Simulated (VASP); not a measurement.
All values below come from r2SCAN meta-GGA, VASP's PBE PAW potentials (set 64) (plane waves; VASP).

VASP ran on this input.

### KPOINTS
```
Automatic mesh
0
Gamma
11 11 6
0 0 0
```

File POSCAR:
```
Lu
1
    1.7500000000    -3.0310890000     0.0000000000
    1.7500000000     3.0310890000     0.0000000000
    0.0000000000     0.0000000000     5.5500000000
Lu
2
Direct
  0.3333330000   0.6666670000   0.2500000000
  0.6666670000   0.3333330000   0.7500000000
```

INCAR:
```
# general
SYSTEM  = Lu
PREC    = Accurate
ENCUT   = 400
LREAL   = .FALSE.
LASPH   = .TRUE.

# electronic loop
EDIFF   = 1E-6
NELM    = 100
ALGO    = Normal
LMAXMIX = 6
LMIXTAU = .TRUE.

# smearing
ISMEAR  = 1
SIGMA   = 0.1

# functional
METAGGA = R2SCAN

# ions
IBRION  = 2
NSW     = 60
ISIF    = 3
EDIFFG  = -0.01

# output
LWAVE   = .FALSE.
LCHARG  = .FALSE.
```

POTCAR, in this order: Lu_3 (PBE.64 set). Program: vasp_std.

Output of the run:

File OUTCAR:
```
 ion  position               nearest neighbor table
   1  0.333  0.667  0.250-   2 3.43   2 3.43   2 3.43   2 3.43   2 3.43   2 3.43
   2  0.667  0.333  0.750-   1 3.43   1 3.43   1 3.43   1 3.43   1 3.43   1 3.43
  LATTYP: Found a hexagonal cell.
 ALAT       =     3.5000000751
 C/A-ratio  =     1.5857142517
 Subroutine PRICEL returns:
 Original cell was already a primitive cell.
 Subroutine GETGRP returns: Found 24 space group operations
The static configuration has the point symmetry D_3d.
 The point group associated with its full space group is D_6h.
The dynamic configuration has the point symmetry D_3d.
 Subroutine INISYM returns: Found 24 space group operations
 Subroutine IBZKPT returns following result:
 Found     64 irreducible k-points:

 Following reciprocal coordinates:
            Coordinates               Weight
  0.000000  0.000000  0.000000      1.000000
  0.090909  0.000000  0.000000      6.000000
  0.181818  0.000000  0.000000      6.000000
  0.272727  0.000000  0.000000      6.000000
  0.363636  0.000000  0.000000      6.000000
  0.454545  0.000000  0.000000      6.000000
  0.090909  0.090909  0.000000      6.000000
...
```

File OSZICAR:
```
...
DAV:   4    -0.778139599231E+02   -0.81663E-01   -0.79570E-01  3080   0.107E+01
DAV:   5    -0.778175060146E+02   -0.35461E-02   -0.34916E-02  2755   0.204E+00    0.309E+01
DAV:   6    -0.763871507890E+02    0.14304E+01   -0.48162E-01  2651   0.170E+01    0.162E+01
DAV:   7    -0.749755554891E+02    0.14116E+01   -0.46151E-01  3040   0.123E+01    0.557E-01
DAV:   8    -0.762890448927E+02   -0.13135E+01   -0.44177E-01  3140   0.798E+00    0.285E+00
DAV:   9    -0.761696645773E+02    0.11938E+00   -0.55895E-02  2751   0.315E+00    0.946E-01
DAV:  10    -0.761544140029E+02    0.15251E-01   -0.20920E-03  2742   0.786E-01    0.970E-01
DAV:  11    -0.761605057809E+02   -0.60918E-02   -0.90775E-03  2600   0.123E+00    0.549E-01
DAV:  12    -0.761526607329E+02    0.78450E-02   -0.29653E-02  2565   0.182E+00    0.140E-01
DAV:  13    -0.761539220579E+02   -0.12613E-02   -0.11482E-03  2676   0.543E-01    0.920E-02
DAV:  14    -0.761539343053E+02   -0.12247E-04   -0.20829E-05  2788   0.718E-02    0.922E-02
DAV:  15    -0.761537036284E+02    0.23068E-03   -0.72583E-05  2646   0.863E-02    0.871E-02
DAV:  16    -0.761537340931E+02   -0.30465E-04   -0.11484E-06  1353   0.182E-02    0.864E-02
DAV:  17    -0.761536070368E+02    0.12706E-03   -0.12310E-04  2801   0.136E-01    0.724E-02
DAV:  18    -0.761537506182E+02   -0.14358E-03   -0.13850E-04  2606   0.163E-01    0.598E-02
DAV:  19    -0.761537465168E+02    0.41014E-05   -0.13334E-06  1800   0.253E-02    0.593E-02
DAV:  20    -0.761537457215E+02    0.79528E-06   -0.11254E-07  1097   0.119E-02
   1 F= -.76153746E+02 E0= -.76153855E+02  d E =-.761537E+02
       N       E                     dE             d eps       ncg     rms          rms(c)
DAV:   1    -0.761689800288E+02   -0.15234E-01   -0.53946E-01  2236   0.187E+01    0.792E-01
DAV:   2    -0.761602630647E+02    0.87170E-02   -0.30762E-02  2550   0.280E+00    0.410E-01
DAV:   3    -0.761564236241E+02    0.38394E-02   -0.47150E-03  2655   0.155E+00    0.206E-01
DAV:   4    -0.761556620729E+02    0.76155E-03   -0.23288E-03  2653   0.895E-01    0.112E-01
DAV:   5    -0.761559098817E+02   -0.24781E-03   -0.27386E-04  2766   0.239E-01    0.577E-02
DAV:   6    -0.761558122039E+02    0.97678E-04   -0.77391E-05  2805   0.121E-01    0.595E-03
DAV:   7    -0.761559424138E+02   -0.13021E-03   -0.35076E-05  2611   0.776E-02    0.580E-03
DAV:   8    -0.761559233894E+02    0.19024E-04   -0.52361E-07  1117   0.162E-02    0.363E-03
DAV:   9    -0.761559323213E+02   -0.89319E-05   -0.19174E-07  1057   0.236E-02    0.112E-03
DAV:  10    -0.761559304103E+02    0.19110E-05   -0.13349E-07  1027   0.114E-02    0.450E-04
DAV:  11    -0.761559284142E+02    0.19961E-05   -0.95725E-08  1027   0.157E-02    0.630E-04
DAV:  12    -0.761559294721E+02   -0.10580E-05   -0.75800E-08  1012   0.950E-03    0.288E-04
DAV:  13    -0.761559273889E+02    0.20833E-05   -0.63778E-08   982   0.118E-02    0.349E-04
DAV:  14    -0.761559260362E+02    0.13527E-05   -0.55071E-08   962   0.841E-03    0.129E-04
DAV:  15    -0.761559262239E+02   -0.18778E-06   -0.44253E-08   952   0.988E-03
   2 F= -.76155926E+02 E0= -.76156266E+02  d E =-.218050E-02
       N       E                     dE             d eps       ncg     rms          rms(c)
DAV:   1    -0.761559388063E+02   -0.12770E-04   -0.45870E-04  2292   0.542E-01    0.250E-02
DAV:   2    -0.761559230521E+02    0.15754E-04   -0.26937E-05  2586   0.856E-02    0.110E-02
DAV:   3    -0.761559183310E+02    0.47211E-05   -0.27557E-06  1745   0.455E-02    0.557E-03
DAV:   4    -0.761559190050E+02   -0.67402E-06   -0.91915E-07   962   0.388E-02
   3 F= -.76155919E+02 E0= -.76156267E+02  d E =-.217328E-02
       N       E                     dE             d eps       ncg     rms          rms(c)
DAV:   1    -0.761600390582E+02   -0.41207E-02   -0.18055E-01  2480   0.747E+00    0.437E-01
DAV:   2    -0.761577032772E+02    0.23358E-02   -0.73260E-03  2804   0.150E+00    0.189E-01
DAV:   3    -0.761570559403E+02    0.64734E-03   -0.88554E-04  2804   0.618E-01    0.839E-02
DAV:   4    -0.761568527919E+02    0.20315E-03   -0.64618E-04  3105   0.383E-01    0.544E-02
DAV:   5    -0.761568587683E+02   -0.59764E-05   -0.71615E-05  2872   0.983E-02    0.297E-02
DAV:   6    -0.761568349637E+02    0.23805E-04   -0.15759E-05  2611   0.468E-02    0.552E-03
DAV:   7    -0.761568393783E+02   -0.44146E-05   -0.15418E-05  2569   0.452E-02    0.289E-03
DAV:   8    -0.761568391357E+02    0.24268E-06   -0.23186E-07   907   0.115E-02
   4 F= -.76156839E+02 E0= -.76157231E+02  d E =-.920131E-03
       N       E                     dE             d eps       ncg     rms          rms(c)
DAV:   1    -0.761568806544E+02   -0.41276E-04   -0.14905E-03  2485   0.678E-01    0.407E-02
DAV:   2    -0.761568466240E+02    0.34030E-04   -0.60108E-05  2794   0.138E-01    0.167E-02
DAV:   3    -0.761568402216E+02    0.64024E-05   -0.72131E-06  2532   0.568E-02    0.723E-03
DAV:   4    -0.761568412210E+02   -0.99945E-06   -0.34109E-06  1425   0.365E-02
   5 F= -.76156841E+02 E0= -.76157232E+02  d E =-.922216E-03
       N       E                     dE             d eps       ncg     rms          rms(c)
DAV:   1    -0.761568479122E+02   -0.76906E-05   -0.96037E-05  2498   0.179E-01    0.107E-02
DAV:   2    -0.761568424417E+02    0.54705E-05   -0.39786E-06  1649   0.341E-02    0.470E-03
DAV:   3    -0.761568420002E+02    0.44150E-06   -0.60940E-07   997   0.214E-02
   6 F= -.76156842E+02 E0= -.76157232E+02  d E =-.922995E-03
       N       E                     dE             d eps       ncg     rms          rms(c)
DAV:   1    -0.761568819880E+02   -0.39546E-04   -0.34828E-03  2485   0.105E+00    0.609E-02
DAV:   2    -0.761568165796E+02    0.65408E-04   -0.14237E-04  2814   0.211E-01    0.261E-02
DAV:   3    -0.761568021329E+02    0.14447E-04   -0.16566E-05  2837   0.837E-02    0.117E-02
DAV:   4    -0.761568042139E+02   -0.20810E-05   -0.12327E-05  2882   0.537E-02    0.802E-03
DAV:   5    -0.761568059348E+02   -0.17209E-05   -0.67210E-07   917   0.139E-02    0.474E-03
DAV:   6    -0.761568085141E+02   -0.25793E-05   -0.13284E-07   877   0.153E-02    0.188E-03
DAV:   7    -0.761568089952E+02   -0.48110E-06   -0.15300E-07   862   0.140E-02
   7 F= -.76156809E+02 E0= -.76157194E+02  d E =-.889990E-03
       N       E                     dE             d eps       ncg     rms          rms(c)
DAV:   1    -0.761568801677E+02   -0.71654E-04   -0.26847E-03  2485   0.918E-01    0.543E-02
DAV:   2    -0.761568602964E+02    0.19871E-04   -0.10886E-04  2807   0.182E-01    0.227E-02
DAV:   3    -0.761568518115E+02    0.84849E-05   -0.12990E-05  2743   0.745E-02    0.993E-03
DAV:   4    -0.761568452328E+02    0.65787E-05   -0.85079E-06  2542   0.461E-02    0.644E-03
DAV:   5    -0.761568429648E+02    0.22680E-05   -0.74536E-07   917   0.214E-02    0.280E-03
DAV:   6    -0.761568416029E+02    0.13619E-05   -0.29373E-07   862   0.217E-02    0.149E-03
DAV:   7    -0.761568409543E+02    0.64857E-06   -0.22184E-07   862   0.168E-02
   8 F= -.76156841E+02 E0= -.76157230E+02  d E =-.921949E-03
       N       E                     dE             d eps       ncg     rms          rms(c)
DAV:   1    -0.761573748614E+02   -0.53326E-03   -0.19053E-02  1856   0.395E+00    0.189E-01
DAV:   2    -0.761571802170E+02    0.19464E-03   -0.16108E-03  2456   0.655E-01    0.723E-02
DAV:   3    -0.761570242726E+02    0.15594E-03   -0.23488E-04  2525   0.363E-01    0.300E-02
DAV:   4    -0.761569930454E+02    0.31227E-04   -0.89238E-05  2557   0.179E-01    0.178E-02
DAV:   5    -0.761569724584E+02    0.20587E-04   -0.17735E-05  2774   0.513E-02    0.454E-03
DAV:   6    -0.761569711164E+02    0.13420E-05   -0.25829E-06  1528   0.275E-02    0.252E-03
DAV:   7    -0.761569678529E+02    0.32635E-05   -0.39538E-07   837   0.253E-02    0.137E-03
DAV:   8    -0.761569686030E+02   -0.75005E-06   -0.22101E-07   847   0.159E-02
   9 F= -.76156969E+02 E0= -.76157307E+02  d E =-.127649E-03
```

### OUTCAR
```
------------------------ aborting loop because EDIFF is reached ----------------------------------------
  FORCE on cell =-STRESS in cart. coord.  units (eV):
  Direction    XX          YY          ZZ          XY          YZ          ZX
  --------------------------------------------------------------------------------------
  Total       -0.0006088     -0.0006088     -0.0131962     -0.0000000      0.0000000     -0.0000000
  in kB       -0.0166858     -0.0166858     -0.3616980     -0.0000000      0.0000000     -0.0000000
  external PRESSURE =      -0.1316898 kB  Pullay stress =       0.0000000 kB
  volume of cell :       58.45
      direct lattice vectors                 reciprocal lattice vectors
     1.755919079 -3.041341146  0.000000000     0.284751163 -0.164401156  0.000000000
     1.755919079  3.041341146 -0.000000000     0.284751163  0.164401156  0.000000000
    -0.000000000  0.000000000  5.472866799     0.000000000  0.000000000  0.182719594
 POSITION                                       TOTAL-FORCE (eV/Angst)
 -----------------------------------------------------------------------------------
      1.75592      1.01378      1.36822        -0.000000      0.000000      0.000000
      1.75592     -1.01378      4.10465         0.000000     -0.000000      0.000000
 -----------------------------------------------------------------------------------
    total drift:                                0.000002      0.000070     -0.000011
  FREE ENERGIE OF THE ION-ELECTRON SYSTEM (eV)
  ---------------------------------------------------
  free  energy   TOTEN  =       -76.1569686030 eV

  energy  without entropy=      -76.1579840561  energy(sigma->0) =      -76.15730709

 reached required accuracy - stopping structural energy minimisation
```
(Selected blocks of OUTCAR.)

File CONTCAR:
```
Lu
   1.00000000000000
     1.7559190785290628   -3.0413411456258417    0.0000000000000000
     1.7559190785290628    3.0413411456258417   -0.0000000000000000
    -0.0000000000000000    0.0000000000000000    5.4728667990442981
  Lu
     2
Direct
     0.3333330000000032    0.6666669999999968    0.2500000000000000
     0.6666669999999968    0.3333330000000032    0.7500000000000000
```

OUTCAR:
```
 val. band max:        2.7141216810   @ k =   0.1818   0.1818   0.3333

 cond. band min:       2.7300103776   @ k =   0.3636   0.0000   0.1667


 Fermi energy:         2.7153796089

 k-point     1 :       0.0000    0.0000    0.0000
  band No.  band energies     occupation
      1     -25.3972      2.00000
      2     -24.9574      2.00000
      3     -24.9574      2.00000
      4     -24.8726      2.00000
      5     -24.8726      2.00000
      6     -24.8422      2.00000
      7      -3.5850      2.00000
      8       0.3255      2.00000
      9       3.2261     -0.00000
     10       5.1797      0.00000
     11       5.1797      0.00000
     12       5.6817      0.00000
     13       5.9815      0.00000

 k-point     2 :       0.0909    0.0000    0.0000
  band No.  band energies     occupation
      1     -25.3836      2.00000
      2     -24.9835      2.00000
      3     -24.9665      2.00000
      4     -24.9004      2.00000
      5     -24.8759      2.00000
      6     -24.8487      2.00000
      7      -3.3821      2.00000
      8       0.5253      2.00000
      9       3.1000     -0.00000
     10       4.6684     -0.00000
     11       5.3705      0.00000
     12       5.6969      0.00000
     13       6.0362      0.00000

 k-point     3 :       0.1818    0.0000    0.0000
  band No.  band energies     occupation
      1     -25.3451      2.00000
      2     -25.0541      2.00000
      3     -24.9901      2.00000
      4     -24.9729      2.00000
      5     -24.8856      2.00000
      6     -24.8684      2.00000
      7      -2.7984      2.00000
      8       1.0621      2.00000
      9       2.7852      0.08122
     10       3.8677     -0.00000
     11       5.1082      0.00000
     12       5.6266      0.00000
     13       5.8555      0.00000

 k-point     4 :       0.2727    0.0000    0.0000
  band No.  band energies     occupation
      1     -25.2883      2.00000
      2     -25.1475      2.00000
      3     -25.0638      2.00000
...
```

The compound is Lu in the hcp structure. This run relaxes it. Symmetry was kept, so distortions that lower it aren't found.
